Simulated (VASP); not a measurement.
# A VASP study of Re2C (r2SCAN): structure first, properties next, part 2 of 2

Wanted: the relaxed cell of Re2C and its properties. The start is a computed cell from the Materials Project.

VASP 6.6.1; r2SCAN; plane waves and PAW (Re, C).

So far. Step 10 (Volume scan with r2SCAN (run 5)): The pressure falls from 0.05 to -8.17 GPa. Step 10 (Volume scan with r2SCAN (run 5)): The run ends at a pressure of -8.17 GPa, with forces up to 0.058 eV/Å.

**11. Volume scan with r2SCAN (run 6)**

File INCAR:

```
SYSTEM = Re2C
PREC = Accurate
ENCUT = 520
EDIFF = 1E-06
NELM = 100
ISMEAR = 0
SIGMA = 0.05
LREAL = .FALSE.
ALGO = Normal
METAGGA = R2SCAN
LASPH = .TRUE.
NBANDS = 24
LORBIT = 11
LWAVE = .FALSE.
LCHARG = .FALSE.
KPAR = 4
ISIF = 2
```

File POSCAR:

```
Re2C
1.0
    2.8880034256      0.0000000000      0.0000000000
   -1.4440017128      2.5010843328      0.0000000000
    0.0000000000      0.0000000000      9.9890004487
Re C
4 2
Direct
    0.3333333300      0.6666666700      0.6079885392
    0.6666666700      0.3333333300      0.1079885392
    0.6666666700      0.3333333300      0.3920114608
    0.3333333300      0.6666666700      0.8920114608
    0.3333333300      0.6666666700      0.2500000000
    0.6666666700      0.3333333300      0.7500000000
```

File KPOINTS:

```
Automatic mesh
0
Gamma
9 9 3
0 0 0
```

The projector-augmented-wave data sets are Re and C (PBE family, release 64).

Started as:

```sh
$ mpirun -np 4 vasp_std
```

Run time: 46 s. Hardware: 4 MPI ranks of Intel Xeon 6975P-C (Granite Rapids), shared host; peak memory 0.91 GiB; 2.7 min of CPU time.

The pressure falls from -8.17 to -15.51 GPa.

The run ends at a pressure of -15.51 GPa, with forces up to 0.11 eV/Å.

**12. Volume scan with r2SCAN (run 7)**

A prediction first. A parabola through the 6 pressures of evenly scaled cells so far, P = 0.01 -434.3 t +1000 t² GPa with t = ln(V/V₁) and V₁ the volume at scale 1, gives -21.90 GPa at t = +0.0583.

INCAR is that of step 11.

POSCAR, as its differences from that of step 11:

```diff
@@ -2,5 +2,5 @@
 1.0
-    2.8880034256      0.0000000000      0.0000000000
-   -1.4440017128      2.5010843328      0.0000000000
-    0.0000000000      0.0000000000      9.9890004487
+    2.9063988478      0.0000000000      0.0000000000
+   -1.4531994239      2.5170152357      0.0000000000
+    0.0000000000      0.0000000000     10.0526263708
 Re C
```

KPOINTS is that of step 11.

Started as:

```sh
$ mpirun -np 4 vasp_std
```

Elapsed: 51 s, on 4 MPI ranks; peak memory 0.9 GiB.

The pressure falls from -15.51 to -22.08 GPa. The parabola predicted -21.90 GPa, +0.18 GPa off.

**13. The series together**

Times are for 4 MPI ranks of Intel Xeon 6975P-C (Granite Rapids), shared host. Results by setting:

```tsv
no.	volume scale	energy above the lowest point (meV/atom)	pressure (GPa)	time	memory (GiB)
1	0.94	63.58	30.74	29 s	0.86
2	0.96	27.37	19.37	28 s	0.85
3	0.98	6.71	9.177	33 s	0.9
4	1	0	0.04587	36 s	0.9
5	1.02	5.8	-8.167	38 s	0.89
6	1.04	22.8	-15.51	46 s	0.91
7	1.06	49.84	-22.08	51 s	0.9
```

**14. Fit for r2SCAN**

This step: Birch-Murnaghan fit, r2SCAN; plane waves and PAW (VASP 6.6.1).

Derived from the runs above.

This step gave:

```yaml
pressure_derivative_of_the_bulk_modulus: 4.469
r_m_s_error_of_the_fit: 5.07e-6 eV/atom
minimum_inside_the_sampled_range: yes
bulk_modulus: 431.8 GPa
equilibrium_volume_of_the_fit: 11.57 Å³/atom
```

Energy above the fitted minimum against volume:

```tsv
volume (Å³/atom)	energy above the fitted minimum (eV/atom)
10.869	0.0636
11.100	0.0274
11.332	0.00670
11.563	-4.1e-6
11.794	0.00580
12.025	0.0228
12.257	0.0498
```

The fitted volume lies +0.04 % from the relaxed one. The atoms bear forces along the scan, since they were held; freeing them would lower the modulus.

**15. Optical spectrum (r2SCAN)**

This step: r2SCAN; plane waves and PAW (Re, C) (VASP 6.6.1).

LOPTICS sums transitions from filled to empty bands. The mesh is finer than in the run before. NBANDS is raised for it.

INCAR, as its differences from that of step 12:

```diff
@@ -11,3 +11,3 @@
 LASPH = .TRUE.
-NBANDS = 24
+NBANDS = 66
 LORBIT = 11
@@ -16,2 +16,4 @@
 KPAR = 4
-ISIF = 2
+LOPTICS = .TRUE.
+NEDOS = 1500
+CSHIFT = 0.1
```

POSCAR, as its differences from that of step 12:

```diff
@@ -2,5 +2,5 @@
 1.0
-    2.9063988478      0.0000000000      0.0000000000
-   -1.4531994239      2.5170152357      0.0000000000
-    0.0000000000      0.0000000000     10.0526263708
+    2.8504926418      0.0000000000      0.0000000000
+   -1.4252463209      2.4685990411      0.0000000000
+    0.0000000000      0.0000000000      9.8592584849
 Re C
```

File KPOINTS:

```
Automatic mesh
0
Gamma
13 13 4
0 0 0
```

Started as:

```sh
$ mpirun -np 4 vasp_std
```

The job ended after 2.7 min (4 MPI ranks; peak memory 2 GiB).

These are independent-particle spectra without excitons or local fields, and fine structure depends on the mesh and on CSHIFT. The intraband (Drude) part is not in this spectrum.

Numbers from this step:

```yaml
scf_cycles: 14
bands: 66
irreducible_k_points: 63
free_energy_toten: -230.0327 eV
energy_at_zero_smearing: -230.0324 eV
fermi_energy: 8.666 eV
pressure: -0.05382 GPa
```

The imaginary dielectric function has structure finer than the step of the table below, so its rows give means over 1 eV, whole bins alone (the curve runs from 0 to 25.0 eV). Peaks (eV: height): xx 2.5: 20.4, 3.7: 29.2; zz 1.7: 22.3, 2.7: 31.0, 4.5: 19.6.

Table of imaginary dielectric function by photon energy; means over each step:

```tsv
photon energy (eV)	xx	zz
1	5.86	10.0
2	11.9	18.2
3	19.5	22.9
4	25.9	16.2
5	19.4	16.7
6	13.2	15.9
7	9.61	12.8
8	7.77	8.00
9	7.35	4.22
10	6.07	4.05
11	4.44	4.26
12	3.20	4.86
13	2.72	5.17
14	2.71	3.94
15	2.63	3.18
16	2.47	3.25
17	2.71	1.81
18	2.67	1.73
19	2.58	1.64
20	2.06	1.60
21	1.51	1.54
22	1.24	1.21
23	1.00	0.910
24	0.831	0.796
```

Table of real dielectric function by photon energy:

```tsv
photon energy (eV)	xx	zz
0	24.6	28.7
1	27.9	32.9
2	25.1	20.8
3	19.7	5.69
4	5.45	9.15
5	-0.238	0.768
6	-4.26	1.37
7	-3.04	-4.04
8	-1.62	-5.81
9	-2.53	-2.51
10	-2.31	-1.17
11	-2.66	-0.177
12	-2.26	-0.1000
13	-1.45	-1.57
14	-0.623	-2.12
15	-0.641	-1.24
16	-0.719	-2.53
17	-0.511	-1.76
18	-0.677	-1.12
19	-1.23	-0.901
20	-1.54	-1.20
21	-1.13	-0.954
22	-1.04	-0.975
23	-0.778	-0.819
24	-0.714	-0.560
```

**16. Results**

| Property | Result |
| --- | --- |
| relaxed volume | 11.56 Å³/atom |
| relaxed conventional cell a, b, c | 2.850, 2.850, 9.859 Å; angles 90.0, 90.0, 120.0° |
| space group after relaxing, within 0.02 Å | P6_3/mmc (No. 194) |
| band gap | none, a metal |
| DOS at the Fermi level | 1.41 states/eV/cell |
| bulk modulus from the fit | 432 GPa |
| volume from the fit | 11.6 Å³/atom |

In words: With r2SCAN, Re2C relaxes to 11.56 Å³/atom in space group P6_3/mmc (held by the symmetry of the run), comes out as a metal and has a bulk modulus of 432 GPa at fixed shape and positions, an upper bound. Bands along the symmetry lines (r2SCAN): Of the bands kept, 3 cross the Fermi level on this path. Spin-orbit coupling is left out, and with elements this heavy it would split and shift bands near the Fermi level. The k-sampling is coarse for a metal, so the Fermi level, pressures and the shape of the cell carry errors. No search among competing phases was made, and a listed structure need not be the one stable at ambient conditions. All values are for a static lattice at zero temperature.

[Lines on the potential files, build, host, timing and source positions are cut from VASP's logs without a mark.]

[Logs are printed without paths, hosts, clocks, repeated set-up lines and the standing remarks that a program may print on its own settings, such as how far it seeks lower states.]

[Hosts, paths, dates, database ids (printed as entryN), source tags and the programs' standing remarks are cut or masked in the printed files.]

[A measured line is paired with the nearest computed mode of its activity, which favours agreement.]
